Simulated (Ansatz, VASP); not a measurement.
TaBi in VASP and in Ansatz

```xyz
2
Lattice="0.0000 2.1845 2.1845 2.1845 0.0000 2.1845 2.1845 2.1845 0.0000" Properties=species:S:1:pos:R:3 pbc="T T T"
Ta    0.0000    0.0000    0.0000
Bi    2.1845    2.1845    2.1845
```

Change from the starting cell: volume scaled by 0.45, LAPW.

Alike in both runs: task single point; functional LDA; k mesh 11 × 11 × 11; occupations fermi-dirac, width 0.08 eV; no spin polarisation.

```csv
,VASP,Ansatz
version,VASP 6.6.1,Ansatz 0.2.0
potentials or method,"VASP PAW LDA potentials, release 64 (Ta_pv, Bi_d), cutoff 520 eV","all-electron LAPW, scalar-relativistic"
```

VASP gave:

- pressure (GPa): 552.4

Question: Estimate Ansatz's values.

Answer: Pressure (GPa): 537.0.

Ansatz ran all-electron here, so the differences hold the error of VASP's frozen core and of both bases.

Caveats: the cell as given lies far from equilibrium; so large a pressure means that the cell lies far from this level's equilibrium, or that cutoff or potentials fall short (VASP).
